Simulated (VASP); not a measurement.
# Na2ZrS2 (I4/mmm) in VASP: a series of runs, part 2 of 2

VASP 6.6.1. Earlier steps stand in the parts before.

### Step 4. Relaxation of cell and atoms, PBE+U

Input file INCAR:

```
SYSTEM = Na2ZrS2
ALGO = Normal ; EDIFF = 1E-6
EDIFFG = -0.005 ; ENCUT = 600
GGA = PE ; IBRION = 2
ISIF = 3 ; ISMEAR = -1
LASPH = .True. ; LCHARG = .False.
LDAU = .True. ; LDAUJ = 0 0 0
LDAUL = -1 2 -1 ; LDAUPRINT = 1
LDAUTYPE = 2 ; LDAUU = 0 4 0
LMAXMIX = 4 ; LREAL = .False.
LWAVE = .False. ; NELM = 80
NSW = 40 ; PREC = Accurate
SIGMA = 0.05
```

Input file KPOINTS:

```
k-points
0
Gamma
  6 6 6
  0 0 0
```

Input file POSCAR:

```
Na2ZrS2
1.0
   -2.4761800000      2.4761800000      4.0403500000
    2.4761800000     -2.4761800000      4.0403500000
    2.4761800000      2.4761800000     -4.0403500000
Na Zr S
2 1 2
Direct
    0.3567700000      0.3567700000      0.0000000000
    0.6432300000      0.6432300000      0.0000000000
    0.0000000000      0.0000000000      0.0000000000
    0.7500000000      0.2500000000      0.5000000000
    0.2500000000      0.7500000000      0.5000000000
```

Potentials or basis: VASP PAW PBE potentials, release 64 (Na_pv, Zr_sv, S).

Started as:

```sh
$ cat potpaw_PBE.64/Na_pv/POTCAR potpaw_PBE.64/Zr_sv/POTCAR potpaw_PBE.64/S/POTCAR > POTCAR
$ mpirun -np 1 vasp_std > vasp.out
```

OUTCAR:

```text
SYSTEM = Na2ZrS2
   EDIFF = 1E-6
   EDIFFG = -0.005
   ENCUT = 600
   GGA = PE
   IBRION = 2
   ISIF = 3
   ISMEAR = -1
   LASPH = .True.
   LREAL = .False.
   NELM = 80
   NSW = 40
   PREC = Accurate

 ion  position               nearest neighbor table
   1  0.357  0.357  0.000-   2 2.31   5 2.62   4 2.62   4 2.62   5 2.62   3 2.88
   2  0.643  0.643  0.000-   1 2.31   4 2.62   5 2.62   4 2.62   5 2.62   3 2.88
   3  0.000  0.000  0.000-   1 2.88   2 2.88   4 3.20   5 3.20   4 3.20   5 3.20   4 3.20   5 3.20
                             4 3.20   5 3.20
   4  0.750  0.250  0.500-   1 2.62   2 2.62   1 2.62   2 2.62   3 3.20   3 3.20   3 3.20   3 3.20

   5  0.250  0.750  0.500-   1 2.62   2 2.62   1 2.62   2 2.62   3 3.20   3 3.20   3 3.20   3 3.20

  LATTYP: Found a body centered tetragonal cell.
 ALAT       =     4.9523600000
 C/A-ratio  =     1.6316867110

  Lattice vectors:

 A1 = (  -2.4761800000,   2.4761800000,   4.0403500000)
 A2 = (   2.4761800000,  -2.4761800000,   4.0403500000)
 A3 = (   2.4761800000,   2.4761800000,  -4.0403500000)

Analysis of symmetry for initial positions (statically):
=====================================================================
 Subroutine PRICEL returns:
 Original cell was already a primitive cell.

 Routine SETGRP: Setting up the symmetry group for a
[... 405 lines left out ...]
  o =  0.4509  v =  1.0000  0.0000  0.0000  0.0000  0.0000  0.0000  0.0000  0.0000  0.0000  0.0000      0.0000  0.0000  0.0000  0.0000  0.0000  0.0000  0.0000  0.0000  0.0000  0.0000
  o =  0.4509  v =  0.0000  0.0000  0.0000  0.0000  0.0000  1.0000  0.0000  0.0000  0.0000  0.0000      0.0000  0.0000  0.0000  0.0000  0.0000  0.0000  0.0000  0.0000  0.0000  0.0000

--------------------------------------- Ionic step       12  -------------------------------------------

 number of electron      37.9999998 magnetization

 Free energy of the ion-electron system (eV)
  ---------------------------------------------------
  ext. energy  EPLUGINS =         0.00000000
  ---------------------------------------------------
  free energy    TOTEN  =       -18.30685330 eV

  energy without entropy =      -18.27790021  energy(sigma->0) =      -18.29237676

 E-fermi :   5.7243     XC(G=0):  -9.6692

 val. band max:        5.6935897493   @ k =  -0.1667   0.3333   0.1667
 cond. band min:       5.7587581911   @ k =  -0.3333   0.3333   0.3333
 fundamental gap:      0.0651684418
 Fermi energy:         5.7242609611

 k-point     1 :       0.0000    0.0000    0.0000
  band No.  band energies     occupation
      1     -45.4651      2.00000
      2     -23.8010      2.00000
      3     -23.1817      2.00000
      4     -23.1817      2.00000
      5     -19.2920      2.00000
      6     -18.8343      2.00000
[... 613 lines left out ...]
     22       7.4882      0.00000
     23       7.7435      0.00000

 [... further k-points ...]

------------------------ aborting loop because EDIFF is reached ----------------------------------------

  FORCE on cell =-STRESS in cart. coord.  units (eV):
  Direction    XX          YY          ZZ          XY          YZ          ZX
  --------------------------------------------------------------------------------------
  -------------------------------------------------------------------------------------
  Total       -0.0218320     -0.0218320      0.0059502      0.0000000      0.0000000      0.0000000
  in kB       -0.3517620     -0.3517620      0.0958717      0.0000000      0.0000000      0.0000000
  external PRESSURE =      -0.2025508 kB  Pullay stress =       0.0000000 kB
[... 20 lines left out ...]
  FREE ENERGIE OF THE ION-ELECTRON SYSTEM (eV)
  ---------------------------------------------------
  free  energy   TOTEN  =       -18.3068533018 eV

  energy  without entropy=      -18.2779002147  energy(sigma->0) =      -18.29237676

 reached required accuracy - stopping structural energy minimisation
```

CONTCAR:

```text
Na2ZrS2
   1.00000000000000
    -2.4519330584486454    2.4519330584486454    4.1350236173428350
     2.4519330584486454   -2.4519330584486454    4.1350236173428350
     2.4519330584486454    2.4519330584486454   -4.1350236173428350
  Na              Zr              S
     2     1     2
Direct
     0.3600880347317458    0.3600880347317458    0.0000000000000000
     0.6399119652682542    0.6399119652682542    0.0000000000000000
     0.0000000000000000    0.0000000000000000    1.0000000000000000
     0.7500000000000000    0.2500000000000000    0.5000000000000000
     0.2500000000000000    0.7500000000000000    0.5000000000000000

  0.00000000E+00  0.00000000E+00  0.00000000E+00
  0.00000000E+00  0.00000000E+00  0.00000000E+00
  0.00000000E+00  0.00000000E+00  0.00000000E+00
  0.00000000E+00  0.00000000E+00  0.00000000E+00
  0.00000000E+00  0.00000000E+00  0.00000000E+00
```

Run time: 26 min. Hardware: 1 thread of AMD EPYC 7R13 (Zen 3), shared host; peak memory 0.36 GiB.

What came out:

```
Free energy                            : -18.3069 eV
Relaxed volume                         : 19.89 Å³/atom
Relaxed cell                           : a = 5.397 Å, b = 5.397 Å, c = 5.397 Å, α = 125.95°, β = 125.95°, γ = 79.97°
Space group after relaxing (to 0.05 Å) : I4/mmm (No. 139)
Energy gained by relaxing              : 16.0 meV/atom
Ionic steps                            : 12
Pressure after relaxing                : 0.0 GPa
Band gap on the k mesh                 : none (metal or under the smearing width)
```

The path:
| step | energy change (eV) | largest force (eV/Å) | pressure (GPa) | volume (Å³) |
| --- | --- | --- | --- | --- |
| 1 | 0.0000 | 0.0629 | 0.18 | 99.09 |
| 2 | -0.0715 | 0.2039 | 0.06 | 99.39 |
| 3 | -0.0723 | 0.2027 | 0.07 | 99.41 |
| 4 | -0.0738 | 0.1990 | 0.09 | 99.44 |
| 5 | -0.0755 | 0.1925 | 0.11 | 99.49 |
| 6 | -0.0750 | 0.1801 | 0.17 | 99.61 |
| 7 | -0.0760 | 0.1873 | 0.13 | 99.54 |
| 8 | -0.0788 | 0.0935 | -0.08 | 99.84 |
| 9 | -0.0793 | 0.0322 | -0.22 | 100.04 |
| 10 | -0.0802 | 0.0084 | -0.08 | 99.60 |
| 11 | -0.0802 | 0.0002 | -0.03 | 99.45 |
| 12 | -0.0802 | 0.0010 | -0.02 | 99.44 |

Final structure:
```yaml
crystal:
  lattice:
    - [-2.45193, 2.45193, 4.13502]
    - [2.45193, -2.45193, 4.13502]
    - [2.45193, 2.45193, -4.13502]
  atoms:
    - { symbol: Na, position: [0.36009, 0.36009, 0.00000] }
    - { symbol: Na, position: [0.63991, 0.63991, 0.00000] }
    - { symbol: Zr, position: [0.00000, 0.00000, 0.00000] }
    - { symbol: S, position: [0.75000, 0.25000, 0.50000] }
    - { symbol: S, position: [0.25000, 0.75000, 0.50000] }
```

Eigenvalues of the final occupation matrices:
| site | spin | trace | eigenvalues |
| --- | --- | --- | --- |
| site 3 d | 1 | 0.71 | 0.04 0.07 0.07 0.07 0.45 |
| site 3 d | 2 | 0.71 | 0.04 0.07 0.07 0.07 0.45 |

Caveat: U without spin polarisation on a metal has little footing.

### Step 5. Relaxation of cell and atoms, PBE+U

Edit INCAR of step 4 so:

```diff
@@ -8,3 +8,3 @@
 LDAUL = -1 2 -1 ; LDAUPRINT = 1
-LDAUTYPE = 2 ; LDAUU = 0 4 0
+LDAUTYPE = 2 ; LDAUU = 0 5 0
 LMAXMIX = 4 ; LREAL = .False.
```

KPOINTS is that of step 4.

POSCAR is that of step 4.

Potentials or basis: VASP PAW PBE potentials, release 64 (Na_pv, Zr_sv, S).

Started as:

```sh
$ cat potpaw_PBE.64/Na_pv/POTCAR potpaw_PBE.64/Zr_sv/POTCAR potpaw_PBE.64/S/POTCAR > POTCAR
$ mpirun -np 1 vasp_std > vasp.out
```

OUTCAR:

```text
SYSTEM = Na2ZrS2
   EDIFF = 1E-6
   EDIFFG = -0.005
   ENCUT = 600
   GGA = PE
   IBRION = 2
   ISIF = 3
   ISMEAR = -1
   LASPH = .True.
   LREAL = .False.
   NELM = 80
   NSW = 40
   PREC = Accurate

 ion  position               nearest neighbor table
   1  0.357  0.357  0.000-   2 2.31   5 2.62   4 2.62   4 2.62   5 2.62   3 2.88
   2  0.643  0.643  0.000-   1 2.31   4 2.62   5 2.62   4 2.62   5 2.62   3 2.88
   3  0.000  0.000  0.000-   1 2.88   2 2.88   4 3.20   5 3.20   4 3.20   5 3.20   4 3.20   5 3.20
                             4 3.20   5 3.20
   4  0.750  0.250  0.500-   1 2.62   2 2.62   1 2.62   2 2.62   3 3.20   3 3.20   3 3.20   3 3.20

   5  0.250  0.750  0.500-   1 2.62   2 2.62   1 2.62   2 2.62   3 3.20   3 3.20   3 3.20   3 3.20

  LATTYP: Found a body centered tetragonal cell.
 ALAT       =     4.9523600000
 C/A-ratio  =     1.6316867110

  Lattice vectors:

 A1 = (  -2.4761800000,   2.4761800000,   4.0403500000)
 A2 = (   2.4761800000,  -2.4761800000,   4.0403500000)
 A3 = (   2.4761800000,   2.4761800000,  -4.0403500000)

Analysis of symmetry for initial positions (statically):
=====================================================================
 Subroutine PRICEL returns:
 Original cell was already a primitive cell.

 Routine SETGRP: Setting up the symmetry group for a
[... 364 lines left out ...]
  o =  0.2996  v =  0.0000  0.0000  0.0000  0.0000  0.0000  0.0000  0.0000 -1.0000  0.0000 -0.0000      0.0000  0.0000  0.0000  0.0000  0.0000  0.0000  0.0000  0.0000  0.0000  0.0000
  o =  0.2996  v =  0.0000  0.0000 -1.0000  0.0000 -0.0000  0.0000  0.0000  0.0000  0.0000  0.0000      0.0000  0.0000  0.0000  0.0000  0.0000  0.0000  0.0000  0.0000  0.0000  0.0000

--------------------------------------- Ionic step        5  -------------------------------------------

 number of electron      37.9999999 magnetization

 Free energy of the ion-electron system (eV)
  ---------------------------------------------------
  ext. energy  EPLUGINS =         0.00000000
  ---------------------------------------------------
  free energy    TOTEN  =       -17.71648881 eV

  energy without entropy =      -17.67377977  energy(sigma->0) =      -17.69513429

 E-fermi :   5.7633     XC(G=0):  -9.6691

 val. band max:        5.7442488475   @ k =  -0.1667   0.5000   0.1667
 cond. band min:       5.7743898126   @ k =  -0.3333   0.5000   0.1667
 fundamental gap:      0.0301409651
 Fermi energy:         5.7632844920

 k-point     1 :       0.0000    0.0000    0.0000
  band No.  band energies     occupation
      1     -45.9527      2.00000
      2     -23.9024      2.00000
      3     -23.9024      2.00000
      4     -23.7453      2.00000
      5     -19.0609      2.00000
      6     -18.6649      2.00000
[... 613 lines left out ...]
     22       7.6010      0.00000
     23       7.6203      0.00000

 [... further k-points ...]

------------------------ aborting loop because EDIFF is reached ----------------------------------------

  FORCE on cell =-STRESS in cart. coord.  units (eV):
  Direction    XX          YY          ZZ          XY          YZ          ZX
  --------------------------------------------------------------------------------------
  -------------------------------------------------------------------------------------
  Total       -0.0044064     -0.0044064      0.0102228      0.0000000      0.0000000      0.0000000
  in kB       -0.0706421     -0.0706421      0.1638904      0.0000000      0.0000000      0.0000000
  external PRESSURE =       0.0075354 kB  Pullay stress =       0.0000000 kB
[... 20 lines left out ...]
  FREE ENERGIE OF THE ION-ELECTRON SYSTEM (eV)
  ---------------------------------------------------
  free  energy   TOTEN  =       -17.7164888128 eV

  energy  without entropy=      -17.6737797706  energy(sigma->0) =      -17.69513429

 reached required accuracy - stopping structural energy minimisation
```

Wall time 13 min (1 thread of AMD EPYC 7R13 (Zen 3), shared host); peak memory 0.35 GiB.

Results:

| Quantity | Value |
| --- | --- |
| Free energy | -17.7165 eV |
| Relaxed volume | 19.99 Å³/atom |
| Relaxed cell | a = 5.405 Å, b = 5.405 Å, c = 5.405 Å, α = 125.93°, β = 125.93°, γ = 80.01° |
| Space group after relaxing (to 0.05 Å) | I4/mmm (No. 139) |
| Energy gained by relaxing | 6.4 meV/atom |
| Ionic steps | 5 |
| Pressure after relaxing | 0.0 GPa |
| Largest force after relaxing | 0.003 eV/Å |
| Band gap on the k mesh | none (metal or under the smearing width) |

Forces in eV/Å, atoms in the order of the input:
```
Na   0.000  0.000 -0.003
Na   0.000  0.000  0.003
Zr   0.000  0.000  0.000
S    0.000  0.000  0.000
S    0.000  0.000  0.000
```

Step by step:
| step | energy change (eV) | largest force (eV/Å) | pressure (GPa) | volume (Å³) |
| --- | --- | --- | --- | --- |
| 1 | 0.0000 | 0.1256 | 0.22 | 99.09 |
| 2 | -0.0309 | 0.0290 | 0.23 | 99.46 |
| 3 | -0.0316 | 0.0136 | 0.24 | 99.52 |
| 4 | -0.0319 | 0.0052 | -0.02 | 99.97 |
| 5 | -0.0319 | 0.0030 | 0.00 | 99.94 |

Final structure:
```
CELL_PARAMETERS angstrom
-2.45661 2.45661 4.13994
2.45661 -2.45661 4.13994
2.45661 2.45661 -4.13994
ATOMIC_POSITIONS crystal
Na 0.35774 0.35774 0.00000
Na 0.64226 0.64226 0.00000
Zr 0.00000 0.00000 0.00000
S 0.75000 0.25000 0.50000
S 0.25000 0.75000 0.50000
```

Eigenvalues of the final occupation matrices:
| site | spin | trace | eigenvalues |
| --- | --- | --- | --- |
| site 3 d | 1 | 0.66 | 0.05 0.06 0.06 0.19 0.30 |
| site 3 d | 2 | 0.66 | 0.05 0.06 0.06 0.19 0.30 |

Caveat: U without spin polarisation on a metal has little footing.

### Step 6. Overview

```tsv
U	gap on the mesh (eV)	pressure (GPa)	relaxed volume (Å³/atom)
Zr d U = 2 eV	none	0.0	19.59
Zr d U = 3 eV	none	0.0	19.69
Zr d U = 4 eV	none	0.0	19.89
Zr d U = 5 eV	none	0.0	19.99
```

Alike in all rows: task relaxation of cell and atoms; level PBE+U; potentials or basis VASP PAW PBE potentials, release 64 (Na_pv, Zr_sv, S); no spin polarisation; cell relaxed; k mesh 6 × 6 × 6; cutoff (eV) 600; smearing fermi-dirac 0.05 eV.

Caveats: U without spin polarisation on a metal has little footing.

Absolute energies hang on the potentials; compare differences alone.
